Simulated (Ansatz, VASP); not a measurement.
# One calculation of Hf3Sb4, two programs

```
CELL_PARAMETERS angstrom
5.76528 0.00000 0.00000
0.00000 5.76528 0.00000
0.00000 0.00000 5.76528
ATOMIC_POSITIONS crystal
Hf 0.50000 0.00000 0.00000
Hf 0.00000 0.50000 0.00000
Hf 0.00000 0.00000 0.50000
Sb 0.00000 0.50000 0.50000
Sb 0.50000 0.00000 0.50000
Sb 0.50000 0.50000 0.00000
Sb 0.00000 0.00000 0.00000
```

Change from the starting cell: ordered vacancies on the cation sites of rock salt (Pm-3m, No. 221).

Alike in both runs: task relaxation of cell and atoms; functional PBE; k mesh 8 × 8 × 8; occupations gaussian, width 0.1 eV; no spin polarisation.

```csv
,VASP,Ansatz
version,VASP 6.6.1,Ansatz 0.2.0
potentials or method,"VASP PAW PBE potentials, release 64 (Hf_pv, Sb)","scalar-relativistic, plane waves, PAW"
plane-wave cutoff (eV),600,420
valence electrons in the cell,50,138
```

|  | VASP | Ansatz | Ansatz less VASP |
| --- | --- | --- | --- |
| gap on the k mesh at the Fermi level, each at its own relaxed structure (eV) | none | none | - |
| relaxed volume (Å³/atom) | 27.31 | 27.38 | +0.067 |
| relaxed cell length with the largest relative difference (Å) | 5.761 | 5.765 | +0.0047 |

A gap of «none» marks a metal or a gap that the smearing closes. The two sets of potentials don't hold the same shells in valence.

The runs have no spin-orbit coupling, so splittings on Hf, Sb are missing.
